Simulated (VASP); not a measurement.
Consider the following.

```yaml
crystal:
  lattice:
    - [0.00000, 3.14316, 3.14316]
    - [3.14316, 0.00000, 3.14316]
    - [3.14316, 3.14316, 0.00000]
  atoms:
    - { symbol: Ge, position: [0.00000, 0.00000, 0.00000] }
    - { symbol: W, position: [0.50000, 0.50000, 0.50000] }
    - { symbol: W, position: [0.25000, 0.25000, 0.25000] }
    - { symbol: W, position: [0.75000, 0.75000, 0.75000] }
```

The numbers are results of r2SCAN meta-GGA, VASP's PBE PAW potentials (set 64) (plane waves; VASP 6.6.1), not measurements. Run with 400 eV cut-off, 10×10×10 Γ-centred mesh, tetrahedra with Blöchl corrections, potentials Ge_d W_sv.

Problem. Give the energies of bands 19 to 32 at the high-symmetry points, in eV from the Fermi level.

Solution. 
| band | Γ | X | U | L | W |
|---|---|---|---|---|---|
| 19 | -5.11 | -7.21 | -6.75 | -7.69 | -6.47 |
| 20 | -5.11 | -5.47 | -6.21 | -5.33 | -6.47 |
| 21 | -5.11 | -5.01 | -4.82 | -5.33 | -4.96 |
| 22 | -4.89 | -3.29 | -4.33 | -3.56 | -4.29 |
| 23 | -4.89 | -3.29 | -3.29 | -3.22 | -2.80 |
| 24 | -2.39 | -2.99 | -2.67 | -3.22 | -2.80 |
| 25 | -2.39 | -2.99 | -2.50 | -1.89 | -2.76 |
| 26 | -2.39 | -2.69 | -1.81 | -1.89 | -1.41 |
| 27 | -0.85 | -0.81 | -0.78 | -1.35 | -1.41 |
| 28 | 1.99 | -0.06 | -0.76 | -0.56 | -0.77 |
| 29 | 1.99 | -0.06 | 0.20 | -0.56 | 0.57 |
| 30 | 1.99 | 1.06 | 0.87 | 2.03 | 1.14 |
| 31 | 3.00 | 1.80 | 0.93 | 2.03 | 1.48 |
| 32 | 3.00 | 2.24 | 2.30 | 2.46 | 1.63 |

It has no gap at this level: it comes out as a metal or semimetal.

The structure was generated: GeW3 was put into the D03 type (Fm-3m), which need not be its known phase. It was relaxed first, which changed the volume by -22 %.
